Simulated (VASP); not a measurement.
Given:

```
CsH
1.0
    0.00000     3.18800     3.18800
    3.18800     0.00000     3.18800
    3.18800     3.18800     0.00000
Cs H
1 1
Cartesian
  0.00000   0.00000   0.00000
  3.18800   3.18800   3.18800
```

Computed with r2SCAN+rVV10, VASP's PBE PAW potentials (set 64) (plane waves; VASP 6.6.1). Numerical set-up: 400 eV cut-off, 7×7×7 Γ-centred mesh, Gaussian smearing of 0.050 eV, potentials Cs_sv H.

Energy and stress use the plane-wave basis of the starting cell.

The ions, cell shape and volume are relaxed. Predict the relaxed structure.

```
CsH
1.0
    0.00000     3.14012     3.14012
    3.14012     0.00000     3.14012
    3.14012     3.14012     0.00000
Cs H
1 1
Direct
  0.00000   0.00000   0.00000
  0.50000   0.50000   0.50000
```
Space group Fm-3m (225), at a tolerance of 0.03 Å.

How do energy and volume change from the first to the last step?

The energy (σ→0) changes by -2.2 meV/atom and the volume by -4.4 %, in 4 ionic steps.

The structure comes from a measured CsH entry (Fm-3m) of the Crystallography Open Database, whose conditions weren't checked. This run relaxes it. Symmetry was kept, so distortions that lower it aren't found.
